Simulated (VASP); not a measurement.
These are optB88-vdW, VASP's PBE PAW potentials (set 64) (plane waves; VASP) values and carry that method's errors.

VASP ran on this input.

**KPOINTS**
```
Automatic mesh
0
Gamma
12 12 7
0 0 0
```

### POSCAR
```
Tm
1.0
  1.7647217407  -3.0565877860   0.0000000000
  1.7647217407   3.0565877860   0.0000000000
  0.0000000000   0.0000000000   5.4409074602
Tm
2
direct
  0.3333330000   0.6666670000   0.2500000000
  0.6666670000   0.3333330000   0.7500000000
```

INCAR:
```
ALGO=Normal   ! blocked Davidson
LUSE_VDW=T
ISIF=4   ! ions and shape, fixed volume
AGGAC=0.0
LCHARG=F
SIGMA=0.1
NSW=30
IBRION=2   ! conjugate gradients
ISMEAR=1   ! Methfessel-Paxton
EDIFFG=-0.01   ! ionic stop
LWAVE=F
SYSTEM=Tm
PREC=Accurate
LREAL=F
NELM=100
PARAM2=0.22
LMAXMIX=6   ! l cut-off of mixed one-centre charges
GGA=BO
ENCUT=520   ! plane-wave cut-off (eV)
LASPH=T   ! aspherical one-centre terms
PARAM1=0.1833333333
EDIFF=1E-7   ! SCF stop (eV)
```

POTCAR, in this order: Tm_3 (PBE.64 set). Program: vasp_std.

Problem. What will the output report for the number of irreducible k-points (NKPTS), largest plane-wave count, number of space-group operations, FFT grid (NGX, NGY, NGZ)?

Solution. 
```
Item                                          Result
--------------------------------------  ------------
number of irreducible k-points (NKPTS)            76
largest plane-wave count                        1622
number of space-group operations                  24
FFT grid (NGX, NGY, NGZ)                28 × 28 × 40
```

The compound is Tm in the hcp structure. This run relaxes it. Symmetry was kept, so distortions that lower it aren't found. The 4f electrons are frozen in the core of the lanthanide potential, so 4f levels, which can set the real gap, and their magnetism are missing.
